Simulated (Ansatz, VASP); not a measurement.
**Si9O17 (amorphous SiO1.9) in two plane-wave programs**

One calculation is typed for both programs; each brings its own data sets. How far apart do they land? The structure shown is the start of the Ansatz relaxation below; VASP solves that cell, so the two are compared at the walk's first step.

Main program and level: Ansatz 0.2.0; plane waves, with VASP 6.6.1 beside it; single point at PBE.

**1. Starting point**

The cell holds 78 atoms: 27 Si and 51 O. Its edges and angles: a = 10.502 Å, b = 10.502 Å, c = 10.502 Å, α = 90.0°, β = 90.0°, γ = 90.0°. As first built, before any earlier steps moved the atoms (in the runner's words): 78 atoms (27 Si, 51 O) placed at random at 2.26 g/cm^3, melted at 5000 K for 10 ps at fixed volume with the Tersoff Si-O potential (Munetoh et al., Comput. Mater. Sci. 39, 334 (2007)). Quenched from 5000 K to 500 K at 20 K/ps and fixed volume, annealed at 2000 K for 50 ps, held 5 ps.

**2. Ansatz: relaxation, PBE**

Ansatz runs on its PAW soft_1 files.

The two programs are compared at the cell with which this relaxation starts, whose forces are those of its first step.

The input, input.yaml:

```yaml
crystal:
  lattice:
    - [10.5018, 0.0, 0.0]
    - [0.0, 10.5018, 0.0]
    - [0.0, 0.0, 10.5018]
  atoms:
    - { symbol: Si, position: [0.84287, 0.43796, 0.91701] }
    - { symbol: Si, position: [0.38611, 0.49123, 0.1362] }
    - { symbol: Si, position: [0.98658, 0.45888, 0.39804] }
    - { symbol: Si, position: [0.03892, 0.35704, 0.13431] }
    - { symbol: Si, position: [0.4461, 0.90441, 0.68776] }
    - { symbol: Si, position: [0.0182, 0.18224, 0.72267] }
    - { symbol: Si, position: [0.24923, 0.68728, 0.64708] }
    - { symbol: Si, position: [0.7446, 0.56316, 0.56741] }
    - { symbol: Si, position: [0.4305, 0.20135, 0.22204] }
    - { symbol: Si, position: [0.83243, 0.70186, 0.32958] }
    - { symbol: Si, position: [0.9071, 0.09312, 0.95756] }
    - { symbol: Si, position: [0.34102, 0.70759, 0.36407] }
    - { symbol: Si, position: [0.2182, 0.986, 0.30374] }
    - { symbol: Si, position: [0.61331, 0.80095, 0.46638] }
    - { symbol: Si, position: [0.59863, 0.29104, 0.48139] }
    - { symbol: Si, position: [0.72286, 0.20215, 0.74699] }
    - { symbol: Si, position: [0.17859, 0.96203, 0.59202] }
    - { symbol: Si, position: [0.67085, 0.5792, 0.10474] }
    - { symbol: Si, position: [0.1889, 0.1962, 0.93803] }
    - { symbol: Si, position: [0.92048, 0.98978, 0.2535] }
    - { symbol: Si, position: [0.67392, 0.06525, 0.32657] }
    - { symbol: Si, position: [0.48006, 0.09968, 0.92749] }
    - { symbol: Si, position: [0.86211, 0.19725, 0.48487] }
    - { symbol: Si, position: [0.27634, 0.48125, 0.85487] }
    - { symbol: Si, position: [0.03986, 0.47581, 0.6934] }
    - { symbol: Si, position: [0.59562, 0.82945, 0.97841] }
    - { symbol: Si, position: [0.508, 0.64388, 0.75708] }
    - { symbol: O, position: [0.95621, 0.49144, 0.8254] }
    - { symbol: O, position: [0.07377, 0.32563, 0.69363] }
    - { symbol: O, position: [0.89531, 0.06132, 0.10826] }
    - { symbol: O, position: [0.62269, 0.22961, 0.6266] }
    - { symbol: O, position: [0.94919, 0.60716, 0.38053] }
    - { symbol: O, position: [0.88388, 0.3448, 0.43708] }
    - { symbol: O, position: [0.59276, 0.16774, 0.84189] }
    - { symbol: O, position: [0.05894, 0.41035, 0.27384] }
    - { symbol: O, position: [0.67672, 0.43318, 0.49968] }
    - { symbol: O, position: [0.57456, 0.87253, 0.60157] }
    - { symbol: O, position: [0.29998, 0.85249, 0.3063] }
    - { symbol: O, position: [0.29407, 0.50876, 0.00923] }
    - { symbol: O, position: [0.31244, 0.09977, 0.25118] }
    - { symbol: O, position: [0.32808, 0.59, 0.24987] }
    - { symbol: O, position: [0.75981, 0.54503, 0.98532] }
    - { symbol: O, position: [0.36754, 0.34528, 0.19876] }
    - { symbol: O, position: [0.03366, 0.15821, 0.87869] }
    - { symbol: O, position: [0.61643, 0.72864, 0.09073] }
    - { symbol: O, position: [0.4671, 0.97233, 0.83045] }
    - { symbol: O, position: [0.49465, 0.72337, 0.39489] }
    - { symbol: O, position: [0.75398, 0.59888, 0.23135] }
    - { symbol: O, position: [0.92536, 0.07502, 0.39182] }
    - { symbol: O, position: [0.14107, 0.25676, 0.07548] }
    - { symbol: O, position: [0.73662, 0.68775, 0.45583] }
    - { symbol: O, position: [0.64528, 0.62904, 0.67519] }
    - { symbol: O, position: [0.45474, 0.18701, 0.06206] }
    - { symbol: O, position: [0.3889, 0.75121, 0.70416] }
    - { symbol: O, position: [0.67339, 0.91795, 0.38025] }
    - { symbol: O, position: [0.78275, 0.10695, 0.86531] }
    - { symbol: O, position: [0.54034, 0.49821, 0.09707] }
    - { symbol: O, position: [0.52444, 0.76638, 0.85879] }
    - { symbol: O, position: [0.08111, 0.97584, 0.22689] }
    - { symbol: O, position: [0.05839, 0.48776, 0.53475] }
    - { symbol: O, position: [0.09216, 0.05322, 0.68276] }
    - { symbol: O, position: [0.71714, 0.18173, 0.43415] }
    - { symbol: O, position: [0.4181, 0.5211, 0.7944] }
    - { symbol: O, position: [0.15845, 0.80981, 0.62154] }
    - { symbol: O, position: [0.87822, 0.19585, 0.6518] }
    - { symbol: O, position: [0.27596, 0.65738, 0.49591] }
    - { symbol: O, position: [0.9121, 0.3829, 0.05176] }
    - { symbol: O, position: [0.15737, 0.01107, 0.44443] }
    - { symbol: O, position: [0.33161, 0.97614, 0.62728] }
    - { symbol: O, position: [0.48187, 0.25692, 0.37573] }
    - { symbol: O, position: [0.32031, 0.11497, 0.91797] }
    - { symbol: O, position: [0.55848, 0.9815, 0.00146] }
    - { symbol: O, position: [0.74567, 0.34828, 0.83253] }
    - { symbol: O, position: [0.89335, 0.5489, 0.61813] }
    - { symbol: O, position: [0.56755, 0.12075, 0.23014] }
    - { symbol: O, position: [0.21435, 0.33464, 0.85935] }
    - { symbol: O, position: [0.19235, 0.55117, 0.73133] }
    - { symbol: O, position: [0.88356, 0.84015, 0.27009] }
kpoints:
  mp_grid: { grid: [1, 1, 1] }
hamiltonian:
  xc: pbe
  pseudopotentials: { kind: paw, azcp: { folder: soft_1 } }
scf:
  occupations: { method: fermi_dirac, width: 0.05 }
output:
  forces: true
relax:
  f_tol: 0.05
  max_steps: 150
  cell: {}
```

Command:

```bash
$ ansatz run input.yaml --threads 4 --pin off --max-ram 8192MiB --backend cpu --events-out ev --progress --plain --runs-dir out
```

Numbers of over 12 decimals in the logs are rounded to 6 here.

The program printed:

```text
Engine: ansatz 0.2.0, x86_64-unknown-linux-gnu
Pseudopotentials: kind: paw
Pseudopotential: Si, paw, valence charge 4, recommended cutoff 420 eV (normal), soft_1/Si.paw.azcp
Pseudopotential: O, paw, valence charge 6, recommended cutoff 420 eV (normal), soft_1/O.paw.azcp
Functional definition: PBE
  parameter kappa = 0.804
  parameter beta = 0.066725
  exchange = pbe_x(kappa = kappa, mu = beta*pi^2/3)
  correlation = pbe_c(beta = beta)
Crystal: 78 atoms, lattice volume = 1158.220 Å³
Basis set: ecut = 420 eV, 22647 PW (Γ), exchange–correlation on 144×144×144 points (8 copies of the dense FFT grid, shifted against one another)
Bands: 285, of which v1, the nominal top of the filled ones, is band 207 counted from 1 (206 counted from 0)
Symmetry: 1 space group operations
Space group: P1 (ITA 1), of the structure as read, at distance tolerance 1.1e-4 Å
k-points: 1
Non-local potential: Si, projectors of the file, l = 0: 2, l = 1: 2, l = 2: 1
Non-local potential: O, projectors of the file, l = 0: 2, l = 1: 2, l = 2: 1
PAW form: soft (Blöchl's): semilocal exchange-correlation on the pseudo side does not see the compensation charge
PAW one-centre angular grid: Si, 110 points (default); XC on 64 Gauss nodes
PAW one-centre angular grid: O, 110 points (default); XC on 64 Gauss nodes
Initial density: superposition of atomic densities (chi_scale 0.1, normalization cell, long waves kept (reshape's long-wave potential 0.27 eV rms))
Initial wavefunctions: pseudopotential atomic-orbital guess
Functional: x = pbe(κ = 0.804, μ = 0.219515), c = pbe(β = 0.066725)
SCF iter   1: F=—  HF=-46192.550801 eV  |F-HF|=—  |Δ(HF+E_count)|=         —  Δρ=1.18e-1  dr2=1.67e2  ethr=3.10e-3  ⟨swp⟩=6.0  Hψ=1279  notcnv=0  defer=23
preconditioner: auto → LDOS  [insulator: Δε(μ)=0.168 eV  Ē_g=12.935 eV  σ=0.050 eV  W_gap=0.69  n_scr=250 (ndim 8)  ℏωp=19.3 eV  f_vac=0.166  D(μ)=10.58/eV (n_scr^D=32)  ε∞_Penn≈3.2  β→1.0]
SCF iter   2: F=—  HF=-46206.989353 eV  |F-HF|=—  |Δ(HF+E_count)|=    1.44e1  Δρ=1.64e-1  dr2=2.88e2  ethr=3.10e-3  ⟨swp⟩=6.0  Hψ=931  notcnv=0  defer=67
SCF iter   3: F=—  HF=-46149.782706 eV  |F-HF|=—  |Δ(HF+E_count)|=    5.72e1  Δρ=2.61e-2  dr2=6.58e0  ethr=3.10e-3  ⟨swp⟩=4.0  Hψ=610  notcnv=0  defer=64
SCF iter   4: F=—  HF=-46148.892757 eV  |F-HF|=—  |Δ(HF+E_count)|=   8.90e-1  Δρ=1.05e-2  dr2=1.25e0  ethr=1.59e-3  ⟨swp⟩=3.0  Hψ=504  notcnv=0  defer=64
SCF iter   5: F=—  HF=-46148.747683 eV  |F-HF|=—  |Δ(HF+E_count)|=   1.45e-1  Δρ=5.29e-3  dr2=3.33e-1  ethr=3.03e-4  ⟨swp⟩=3.0  Hψ=504  notcnv=0  defer=64
SCF iter   6: F=—  HF=-46148.707250 eV  |F-HF|=—  |Δ(HF+E_count)|=   4.04e-2  Δρ=2.72e-3  dr2=9.55e-2  ethr=8.05e-5  ⟨swp⟩=2.0  Hψ=340  notcnv=0  defer=64
SCF iter   7: F=—  HF=-46148.701923 eV  |F-HF|=—  |Δ(HF+E_count)|=   5.33e-3  Δρ=1.79e-3  dr2=4.41e-2  ethr=2.31e-5  ⟨swp⟩=2.0  Hψ=393  notcnv=0  defer=64
SCF iter   8: F=—  HF=-46148.697111 eV  |F-HF|=—  |Δ(HF+E_count)|=   4.81e-3  Δρ=7.41e-4  dr2=1.07e-2  ethr=1.07e-5  ⟨swp⟩=2.0  Hψ=387  notcnv=0  defer=64
SCF iter   9: F=—  HF=-46148.696561 eV  |F-HF|=—  |Δ(HF+E_count)|=   5.50e-4  Δρ=3.99e-4  dr2=3.18e-3  ethr=2.58e-6  ⟨swp⟩=2.0  Hψ=507  notcnv=0  defer=64
SCF iter  10: F=—  HF=-46148.696423 eV  |F-HF|=—  |Δ(HF+E_count)|=   1.38e-4  Δρ=2.63e-4  dr2=1.63e-3  ethr=7.69e-7  ⟨swp⟩=2.0  Hψ=388  notcnv=0  defer=64
SCF iter  11: F=—  HF=-46148.696345 eV  |F-HF|=—  |Δ(HF+E_count)|=   7.86e-5  Δρ=2.15e-4  dr2=6.83e-4  ethr=3.94e-7  ⟨swp⟩=2.0  Hψ=389  notcnv=0  defer=64
SCF iter  12: F=—  HF=-46148.696264 eV  |F-HF|=—  |Δ(HF+E_count)|=   8.08e-5  Δρ=9.78e-5  dr2=1.51e-4  ethr=1.65e-7  ⟨swp⟩=2.0  Hψ=409  notcnv=0  defer=64
SCF iter  13: F=—  HF=-46148.696266 eV  |F-HF|=—  |Δ(HF+E_count)|=   1.87e-6  Δρ=4.67e-5  dr2=2.88e-5  ethr=3.64e-8  ⟨swp⟩=2.0  Hψ=409  notcnv=0  defer=64
SCF iter  14: F=—  HF=-46148.698077 eV  |F-HF|=—  |Δ(HF+E_count)|=   1.81e-3  Δρ=3.12e-5  dr2=1.45e-5  ethr=6.95e-9  ⟨swp⟩=2.0  Hψ=429  notcnv=0  defer=64
SCF iter  15: F=—  HF=-46148.698076 eV  |F-HF|=—  |Δ(HF+E_count)|=   6.21e-7  Δρ=2.09e-5  dr2=6.42e-6  ethr=3.51e-9  ⟨swp⟩=2.0  Hψ=393  notcnv=0  defer=64
SCF iter  16: F=—  HF=-46148.698076 eV  |F-HF|=—  |Δ(HF+E_count)|=   3.81e-7  Δρ=1.19e-5  dr2=2.76e-6  ethr=1.55e-9  ⟨swp⟩=2.0  Hψ=333  notcnv=0  defer=64
SCF iter  17: F=—  HF=-46148.698075 eV  |F-HF|=—  |Δ(HF+E_count)|=   2.04e-7  Δρ=6.94e-6  dr2=8.93e-7  ethr=6.66e-10  ⟨swp⟩=2.0  Hψ=248  notcnv=0  defer=64
SCF iter  18: F=—  HF=-46148.698075 eV  |F-HF|=—  |Δ(HF+E_count)|=   1.58e-8  Δρ=4.49e-6  dr2=3.13e-7  ethr=2.16e-10  ⟨swp⟩=2.0  Hψ=387  notcnv=0  defer=64
SCF iter  19: F=—  HF=-46148.698075 eV  |F-HF|=—  |Δ(HF+E_count)|=   9.82e-9  Δρ=2.81e-6  dr2=1.22e-7  ethr=7.57e-11  ⟨swp⟩=2.0  Hψ=387  notcnv=0  defer=64
SCF iter  20: F=-46148.698075 eV  HF=-46148.698075 eV  |F-HF|=1.83e-8  |Δ(HF+E_count)|=   3.26e-9  Δρ=1.43e-6  dr2=2.90e-8  ethr=2.42e-11  ⟨swp⟩=4.0  Hψ=834  notcnv=0
[...]
atom  47  O     -0.00882201    -0.00114632    -0.00318088
  atom  48  O      0.01178510    -0.00967906    -0.00316433
  atom  49  O      0.00124289    -0.01126606     0.01139631
  atom  50  O      0.00342078    -0.00616161     0.00034340
  atom  51  O      0.00420783    -0.00261924    -0.00717457
  atom  52  O      0.01475829    -0.00519994     0.02092068
  atom  53  O      0.01663970     0.02279085    -0.01549225
  atom  54  O      0.00910685     0.00190311     0.00100157
  atom  55  O      0.01148302     0.00959092    -0.01488559
  atom  56  O      0.01372146    -0.02335916     0.01994872
  atom  57  O      0.00847228     0.00606684    -0.00073023
  atom  58  O     -0.00971325    -0.00651119    -0.01145938
  atom  59  O     -0.00330384    -0.00050790     0.00521290
  atom  60  O     -0.00876665     0.00387231     0.00870865
  atom  61  O      0.00463413     0.00994704    -0.00719305
  atom  62  O     -0.00024147    -0.00261169    -0.01244855
  atom  63  O     -0.00926944     0.00141538    -0.00600473
  atom  64  O     -0.00054889     0.00250191     0.00084192
  atom  65  O     -0.00062516     0.00041045     0.00028984
  atom  66  O      0.00673159    -0.00055195     0.00760223
  atom  67  O      0.00028270    -0.00208623     0.00287373
  atom  68  O     -0.00255142     0.00084437    -0.00014773
  atom  69  O     -0.00106495    -0.00140738     0.00337663
  atom  70  O     -0.00210181     0.00054688     0.00165686
  atom  71  O     -0.01506338    -0.00274078    -0.00865353
  atom  72  O     -0.00378152     0.01178405    -0.00968148
  atom  73  O     -0.00664926     0.00277352    -0.01024272
  atom  74  O      0.02374373    -0.01614476    -0.00927719
  atom  75  O      0.02457494     0.01119278    -0.01495873
  atom  76  O     -0.00229941     0.00370584     0.00103398
  atom  77  O      0.00628278    -0.00241580     0.00202858
  atom  78  O     -0.00547213    -0.00303251    -0.01120704
  max |Σ_I F_I| component: 3.82e-5 eV/Å
--- Stress (GPa, compression-positive) ---
       -0.004740      -0.009678       0.004132
       -0.009678       0.022117       0.007202
        0.004133       0.007201       0.014362
  P = ⅓ Tr σ = 0.0106 GPa (0.106 kbar)
--- Relaxed structure (56 steps of the walk, 52 accepted, 2 SCFs on fresh bases) ---
  F+E_penalty+E_count = -46179.25661574 eV   max|allowed force component| = 2.928e-2 eV/Å   (the final SCF, on the basis selected at the relaxed cell)
  cell:  # Å, volume = 1104.2041 Å³
    - [10.930684, 0.110602, 0.246408]
    - [0.110602, 9.963870, 0.223350]
    - [0.246408, 0.223350, 10.150096]
  atoms:
    - { symbol: Si, position: [0.832311, 0.434290, 0.937308] }
    - { symbol: Si, position: [0.387464, 0.471112, 0.192489] }
    - { symbol: Si, position: [1.079547, 0.516005, 0.332290] }
    - { symbol: Si, position: [0.00685286, 0.312735, 0.137974] }
    - { symbol: Si, position: [0.466168, 0.932524, 0.654257] }
    - { symbol: Si, position: [0.053171, 0.232027, 0.640518] }
    - { symbol: Si, position: [0.199536, 0.715021, 0.682289] }
    - { symbol: Si, position: [0.721467, 0.556527, 0.580617] }
    - { symbol: Si, position: [0.389003, 0.174724, 0.205551] }
    - { symbol: Si, position: [0.827448, 0.641331, 0.321988] }
    - { symbol: Si, position: [0.748819, 0.012239, 1.046449] }
    - { symbol: Si, position: [0.355246, 0.692836, 0.402899] }
    - { symbol: Si, position: [0.209168, 0.935978, 0.297262] }
    - { symbol: Si, position: [0.615945, 0.819031, 0.444316] }
    - { symbol: Si, position: [0.645685, 0.264859, 0.526567] }
    - { symbol: Si, position: [0.683380, 0.214115, 0.817094] }
    - { symbol: Si, position: [0.216614, 0.994050, 0.574026] }
    - { symbol: Si, position: [0.642580, 0.577900, 0.118818] }
    - { symbol: Si, position: [0.179099, 0.236179, 0.898009] }
    - { symbol: Si, position: [0.950095, 0.913079, 0.219409] }
    - { symbol: Si, position: [0.661382, 0.077899, 0.264814] }
    - { symbol: Si, position: [0.434954, 0.106129, 0.910414] }
    - { symbol: Si, position: [0.898264, 0.145602, 0.397777] }
    - { symbol: Si, position: [0.305560, 0.524320, 0.906922] }
    - { symbol: Si, position: [-0.020128, 0.526449, 0.699000] }
    - { symbol: Si, position: [0.596024, 0.854775, 0.999730] }
    - { symbol: Si, position: [0.521803, 0.674204, 0.781924] }
    - { symbol: O, position: [0.954641, 0.496604, 0.858391] }
    - { symbol: O, position: [0.035641, 0.395865, 0.619583] }
    - { symbol: O, position: [0.891860, -0.023582, 0.085230] }
    - { symbol: O, position: [0.702843, 0.189508, 0.658943] }
    - { symbol: O, position: [0.932048, 0.547207, 0.385780] }
    - { symbol: O, position: [0.969045, 0.230727, 0.278398] }
    - { symbol: O, position: [0.544676, 0.224797, 0.875240] }
    - { symbol: O, position: [0.058491, 0.454754, 0.185233] }
    - { symbol: O, position: [0.712646, 0.416457, 0.510734] }
    - { symbol: O, position: [0.600796, 0.903427, 0.575871] }
    - { symbol: O, position: [0.296488, 0.803177, 0.300348] }
    - { symbol: O, position: [0.306019, 0.529712, 0.068653] }
    - { symbol: O, position: [0.284973, 0.068976, 0.258874] }
    - { symbol: O, position: [0.366039, 0.557713, 0.322847] }
    - { symbol: O, position: [0.736781, 0.549196, 0.993289] }
    - { symbol: O, position: [0.345881, 0.323899, 0.249650] }
    - { symbol: O, position: [0.060708, 0.212700, 0.801993] }
    - { symbol: O, position: [0.584978, 0.730984, 0.114479] }
    - { symbol: O, position: [0.479715, 1.034321, 0.765212] }
    - { symbol: O, position: [0.497993, 0.733521, 0.421455] }
    - { symbol: O, position: [0.730548, 0.561388, 0.244783] }
    - { symbol: O, position: [0.907407, -0.00988349, 0.354385] }
    - { symbol: O, position: [0.110379, 0.234943, 0.047740] }
    - { symbol: O, position: [0.732940, 0.693016, 0.456353] }
[...]
- { symbol: O, position: [0.284061, 0.122183, 0.867302] }
    - { symbol: O, position: [0.480184, 0.960231, 0.000379789] }
    - { symbol: O, position: [0.755921, 0.354410, 0.834111] }
    - { symbol: O, position: [0.845335, 0.575778, 0.651793] }
    - { symbol: O, position: [0.521932, 0.129377, 0.264603] }
    - { symbol: O, position: [0.241552, 0.385574, 0.867573] }
    - { symbol: O, position: [0.233081, 0.646636, 0.826980] }
    - { symbol: O, position: [0.891546, 0.763836, 0.240639] }
```

[end of part 1 of 2]

[Lines on the potential files, build, host, timing and source positions are cut from VASP's logs without a mark.]

[Logs are printed without paths, hosts, clocks, repeated set-up lines and the standing remarks that a program may print on its own settings, such as how far it seeks lower states.]

[Hosts, paths, dates, database ids (printed as entryN), source tags and the programs' standing remarks are cut or masked in the printed files.]
